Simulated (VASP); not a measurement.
Write the native input for VASP 6.6.1 that does the following.

```yaml
Task: single point
Functional: r2SCAN
Potentials_or_basis: VASP PAW PBE potentials, release 64 (O, Mn_pv, Sb)
Cutoff: 520 eV
k_mesh: 8 × 8 × 8
Occupations: fermi-dirac, width 0.1 eV
Spin: no spin polarisation
Dipole_correction: no
Further_INCAR_settings: ALGO = Normal; EDIFF = 1e-06
```

Crystal: Mn2Sb2O3.

```xyz
7
Lattice="2.6746 1.5442 4.2569 -2.6746 1.5442 4.2569 0.0000 -3.0883 4.2569" Properties=species:S:1:pos:R:3 pbc="T T T"
O     0.0000   -1.5442    2.1284
O     1.3373    0.7721    2.1284
O    -1.3373    0.7721    2.1284
Mn    0.0000    0.0000    3.0666
Mn    0.0000    0.0000    9.7041
Sb    0.0000    0.0000    0.0000
Sb    0.0000    0.0000    6.3853
```

The cell was built by a generator and needn't be a form met in nature.

One way to write it, as run:

POSCAR

```
Mn2Sb2O3
1.0
    2.6745610600      1.5441591900      4.2568970800
   -2.6745610600      1.5441591900      4.2568970800
    0.0000000000     -3.0883173800      4.2568970800
O Mn Sb
3 2 2
Direct
    0.0000000000      0.0000000000      0.5000000000
    0.5000000000      0.0000000000      0.0000000000
    0.0000000000      0.5000000000      0.0000000000
    0.2401300000      0.2401300000      0.2401300000
    0.7598700000      0.7598700000      0.7598700000
    0.0000000000      0.0000000000      0.0000000000
    0.5000000000      0.5000000000      0.5000000000
```

INCAR.step1

```
SYSTEM = Mn2Sb2O3
ALGO     = Normal         ! electronic algorithm
EDIFF    = 1E-4           ! SCF threshold, eV
ENCUT    = 520            ! plane-wave cutoff, eV
GGA      = PE             ! functional
ISMEAR   = -5             ! smearing method
LASPH    = .TRUE.         ! aspherical terms in the spheres
LCHARG   = .FALSE.        ! write CHGCAR
LMAXMIX  = 4              ! l up to which the mixer works
LREAL    = .FALSE.        ! projectors in reciprocal space
LWAVE    = .TRUE.         ! write WAVECAR
NELM     = 100            ! most SCF steps
PREC     = Accurate       ! precision mode
SIGMA    = 0.1            ! smearing width, eV
```

INCAR.step2

```
SYSTEM = Mn2Sb2O3
ALGO     = Normal         ! electronic algorithm
EDIFF    = 1E-6           ! SCF threshold, eV
ENCUT    = 520            ! plane-wave cutoff, eV
ISIF     = 2              ! what is computed and relaxed
ISMEAR   = -1             ! smearing method
ISTART   = 1            
LASPH    = .TRUE.         ! aspherical terms in the spheres
LCHARG   = .FALSE.        ! write CHGCAR
LMAXMIX  = 4              ! l up to which the mixer works
LMIXTAU  = .TRUE.       
LORBIT   = 11             ! projections on sites
LREAL    = .FALSE.        ! projectors in reciprocal space
LWAVE    = .FALSE.        ! write WAVECAR
METAGGA  = R2SCAN         ! meta-GGA
NELM     = 100            ! most SCF steps
PREC     = Accurate       ! precision mode
SIGMA    = 0.1            ! smearing width, eV
```

KPOINTS

```
k-points
0
G
  8 8 8
  0 0 0
```

Potentials or basis: VASP PAW PBE potentials, release 64 (O, Mn_pv, Sb).

Command:

```bash
$ cat potpaw_PBE.64/O/POTCAR potpaw_PBE.64/Mn_pv/POTCAR potpaw_PBE.64/Sb/POTCAR > POTCAR
$ cp INCAR.step1 INCAR
$ mpirun -np 1 vasp_std > vasp.out
$ cp INCAR.step2 INCAR
$ mpirun -np 1 vasp_std > vasp.out
```

It gave:

* Pressure: -0.3 GPa
* Largest force: 1.547 eV/Å
* Band gap on the k mesh: none (metal or under the smearing width)
* Valence electrons inside the program's atomic spheres: O 5.04; Mn 11.83; Sb 2.19, 2.22

Caveat: the PAW data sets were made with another functional, which shifts forces and pressure a little; the run has no spin polarisation, though such a crystal can be magnetic; semilocal functionals often make such compounds metallic where correlation or magnetic order opens a gap, which also shifts bond lengths.

Run time: 6.8 min on 1 thread of Intel(R) Xeon(R) 6975P-C (Granite Rapids) (shared host), peak memory 0.39 GiB.
